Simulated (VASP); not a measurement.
All values below come from PBEsol GGA, VASP's PBE PAW potentials (set 64) (plane waves; VASP).

VASP input:

### INCAR
```
SYSTEM=CsPbBr3
PREC=Accurate; ENCUT=400; LREAL=.False.
LASPH=.True.; ICHARG=11
EDIFF=1E-7; NELM=100; ALGO=Normal
LMAXMIX=4
ISMEAR=0; SIGMA=0.05
GGA=PS
LWAVE=.False.; LCHARG=.False.; LORBIT=11
```

### POSCAR
```
CsPbBr3
5.8731070
  0.9999999625   0.0000000000   0.0000000000
  0.0000000000   0.9999999625   0.0000000000
  0.0000000000   0.0000000000   0.9999999625
Cs Pb Br
1 1 3
Cartesian
  0.0000000000   0.0000000000   0.0000000000
  0.4999999813   0.4999999813   0.4999999813
  0.4999999813   0.0000000000   0.4999999813
  0.0000000000   0.4999999813   0.4999999813
  0.4999999813   0.4999999813   0.0000000000
```

KPOINTS:
```
k-points along high-symmetry lines
15
Line-mode
Reciprocal
  0.000000   0.000000   0.000000 ! GAMMA
  0.000000   0.500000   0.000000 ! X

  0.000000   0.500000   0.000000 ! X
  0.500000   0.500000   0.000000 ! M

  0.500000   0.500000   0.000000 ! M
  0.000000   0.000000   0.000000 ! GAMMA

  0.000000   0.000000   0.000000 ! GAMMA
  0.500000   0.500000   0.500000 ! R

  0.500000   0.500000   0.500000 ! R
  0.000000   0.500000   0.000000 ! X

  0.500000   0.500000   0.500000 ! R
  0.500000   0.500000   0.000000 ! M
```

POTCAR, in this order: Cs_sv Pb_d Br (PBE.64 set). Program: vasp_std. Read from the step before: CHGCAR.

Output of the run:

### OUTCAR
```
 ion  position               nearest neighbor table
   1  0.000  0.000  0.000-
   2  0.500  0.500  0.500-   3 2.94   4 2.94   5 2.94   5 2.94   3 2.94   4 2.94
   3  0.500  0.000  0.500-   2 2.94   2 2.94
   4  0.000  0.500  0.500-   2 2.94   2 2.94
   5  0.500  0.500  0.000-   2 2.94   2 2.94
  LATTYP: Found a simple cubic cell.
 ALAT       =     5.8731067799
 Subroutine PRICEL returns:
 Original cell was already a primitive cell.
 Subroutine GETGRP returns: Found 48 space group operations
The static configuration has the point symmetry O_h .
The dynamic configuration has the point symmetry O_h .
 Subroutine INISYM returns: Found 48 space group operations
   k-points           NKPTS =     90   k-points in BZ     NKDIM =     90   number of bands    NBANDS=     26
   number of dos      NEDOS =    301   number of ions     NIONS =      5
   total plane-waves  NPLWV =  64000
   dimension x,y,z NGX =    40 NGY =   40 NGZ =   40
   dimension x,y,z NGXF=    80 NGYF=   80 NGZF=   80
   ions per type =               1   1   3
   PREC   = accura    normal or accurate (medium, high low for compatibility)
   ISTART =      0    job   : 0-new  1-cont  2-samecut
   ICHARG =     11    charge: 1-file 2-atom 10-const
   ISPIN  =      1    spin polarized calculation?
   LNONCOLLINEAR =      F non collinear calculations
   LSORBIT =      F    spin-orbit coupling
   INIWAV =      1    electr: 0-lowe 1-rand  2-diag
   ENCUT  =  400.0 eV  29.40 Ry    5.42 a.u.   9.58  9.58  9.58*2*pi/ulx,y,z
   NELM   =    100;   NELMIN=  2; NELMDL= -5     # of ELM steps
   EDIFF  = 0.1E-06   stopping-criterion for ELM
   LREAL  =      F    real-space projection
   NLSPLINE    = F    spline interpolate recip. space projectors
   LMAXMIX     =    4 max onsite mixed and CHGCAR
   VOSKOWN=      0    Vosko Wilk Nusair interpolation
   EDIFFG = 0.1E-05   stopping-criterion for IOM
   NSW    =      0    number of steps for IOM
   NBLOCK =      1;   KBLOCK =      1    inner block; outer block
   IBRION =     -1    ionic relax: 0-MD 1-quasi-New 2-CG
   NFREE  =      0    steps in history (QN), initial steepest desc. (CG)
   ISIF   =      2    stress and relaxation
...
```

### OSZICAR
```
       N       E                     dE             d eps       ncg     rms          rms(c)
DAV:   1     0.363147075329E+03    0.36315E+03   -0.16543E+04  4688   0.124E+03
DAV:   2     0.251483665802E+02   -0.33800E+03   -0.33182E+03  5894   0.308E+02
DAV:   3    -0.147133596162E+02   -0.39862E+02   -0.39134E+02  5610   0.117E+02
DAV:   4    -0.161622598301E+02   -0.14489E+01   -0.14455E+01  5740   0.295E+01
DAV:   5    -0.162132716534E+02   -0.51012E-01   -0.50981E-01  5960   0.451E+00
DAV:   6    -0.162153982245E+02   -0.21266E-02   -0.21263E-02  6464   0.973E-01
DAV:   7    -0.162154610573E+02   -0.62833E-04   -0.62831E-04  6044   0.129E-01
DAV:   8    -0.162154630680E+02   -0.20107E-05   -0.20107E-05  6834   0.258E-02
DAV:   9    -0.162154630869E+02   -0.18875E-07   -0.18876E-07  4662   0.190E-03
   1 F= -.16215463E+02 E0= -.16215463E+02  d E =-.537259E-17
```

### OUTCAR
```
 val. band max:        1.1884756466   @ k =   0.5000   0.5000   0.5000

 cond. band min:       2.6152316518   @ k =   0.5000   0.5000   0.5000



 k-point     1 :       0.0000    0.0000    0.0000
  band No.  band energies     occupation
      1     -20.2549      2.00000
      2     -15.6434      2.00000
      3     -15.6434      2.00000
      4     -15.4746      2.00000
      5     -15.4746      2.00000
      6     -15.4746      2.00000
      7     -13.6351      2.00000
      8     -12.9013      2.00000
      9     -12.9013      2.00000
     10      -7.0319      2.00000
     11      -7.0319      2.00000
     12      -7.0319      2.00000
     13      -5.8563      2.00000
     14      -3.1847      2.00000
     15      -3.1847      2.00000
     16      -3.1847      2.00000
     17      -0.9697      2.00000
     18      -0.9697      2.00000
     19      -0.9697      2.00000
     20      -0.8509      2.00000
     21      -0.8509      2.00000
     22      -0.8509      2.00000
     23       4.0722      0.00000
     24       5.2149      0.00000
     25       5.2149      0.00000
     26       5.9551      0.00000

 k-point     2 :       0.0000    0.0357    0.0000
  band No.  band energies     occupation
      1     -20.2549      2.00000
      2     -15.6434      2.00000
      3     -15.6426      2.00000
      4     -15.4746      2.00000
      5     -15.4746      2.00000
      6     -15.4746      2.00000
      7     -13.6337      2.00000
      8     -12.9042      2.00000
      9     -12.9013      2.00000
     10      -7.0318      2.00000
     11      -7.0318      2.00000
     12      -7.0318      2.00000
     13      -5.8708      2.00000
     14      -3.1836      2.00000
     15      -3.1836      2.00000
     16      -3.1580      2.00000
     17      -0.9715      2.00000
     18      -0.9713      2.00000
     19      -0.9713      2.00000
     20      -0.8526      2.00000
     21      -0.8526      2.00000
     22      -0.8524      2.00000
     23       4.0855      0.00000
...
```

The density is held fixed in this step, so its total energy and stress have no physical meaning. Unless said otherwise, spin-orbit coupling is left out, though it shifts the bands of the heavy elements here.

The compound is CsPbBr3 in the cubic perovskite structure, the ideal cubic form; the compound distorts at low or room temperature. It was relaxed first.
